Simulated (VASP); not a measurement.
Here is a VASP 6.6.1 calculation.

The input INCAR:

```
SYSTEM = H4C2O3
PREC     = Accurate       ! precision mode
ENCUT    = 520            ! plane-wave cutoff, eV
EDIFF    = 1E-7           ! SCF threshold, eV
ISMEAR   = -1             ! smearing method
SIGMA    = 0.02           ! smearing width, eV
LREAL    = Auto         
LASPH    = .TRUE.         ! aspherical terms in the spheres
NELM     = 60             ! most SCF steps
ALGO     = Normal         ! electronic algorithm
ISIF     = 2              ! what is computed and relaxed
LWAVE    = .FALSE.        ! write WAVECAR
LCHARG   = .FALSE.        ! write CHGCAR
NBANDS   = 64             ! bands
```

File KPOINTS:

```
Automatic mesh
0
G
  1 1 1
  0 0 0
```

The input POSCAR:

```
H4C2O3
1.0
    7.1919660000      0.0000000000      0.0000000000
    0.0000000000      7.1919660000      0.0000000000
    0.0000000000      0.0000000000      7.1919660000
O C H
9 6 12
Direct
    0.2567170090      0.9364894105      0.9553159734
    0.8758801140      0.0601921644      0.8187608228
    0.6270608065      1.1555115806      0.2429933623
    0.3343174870      0.2891281744      1.0531890724
    0.5550777075      0.2720257576      0.8380601354
    0.9104186533      0.8861554685      0.1220806661
    1.0161477404      0.6626838892     -0.0773501988
    0.4858337762      0.4299241682      0.4105553335
    0.7442749312      0.5624192328      0.5093322188
    0.3535889908      0.8375595769      0.8579712418
    0.8413832880      0.2245422184      0.8330406456
    0.6071079869      1.0109196845      0.3377101616
    0.4757530834      0.3566201509      0.9627965427
    0.9527992763      0.7139911396      0.0721221430
    0.5813014133      0.5527278633      0.4942459405
    0.5046186258      0.8591670205      0.8389778261
    0.2950653549      0.7089299365      0.7885048400
    0.8661470313      0.2908106073      0.9624489326
    0.8449984330      0.3269203442      0.7174116229
    0.6567884220      0.8795647810      0.2689250756
    0.5610426968      1.0101271335      0.4816902638
    0.3067589585      0.1633072236      1.0046348940
    0.5299802585      0.4772269502      1.0322351357
    0.8946232504      0.9589728316     -0.0042964608
    0.9409805330      0.6249751459      0.1963162785
    0.5550498987      0.3333024656      0.3427435558
    0.4736674228      0.6565937603      0.5573580298
```

Potentials or basis: VASP PAW LDA potentials, release 64 (O, C, H).

Run with:

```console
$ cat potpaw_LDA.64/O/POTCAR potpaw_LDA.64/C/POTCAR potpaw_LDA.64/H/POTCAR > POTCAR
$ mpirun -np 1 vasp_gam > vasp.out
```

Q: What does it give for the band gap on the k mesh?

A: 2.27 eV, direct.

Q: Predict the pressure.

A: 1.4 GPa.

Stress tensor (GPa, compression positive):
```
2.17 0.92 0.65
0.92 1.38 1.47
0.65 1.47 0.60
```

Caveat: the standard files for N, O and F lose accuracy on very short bonds. LDA gaps usually lie below the measured ones, often by a third to a half.
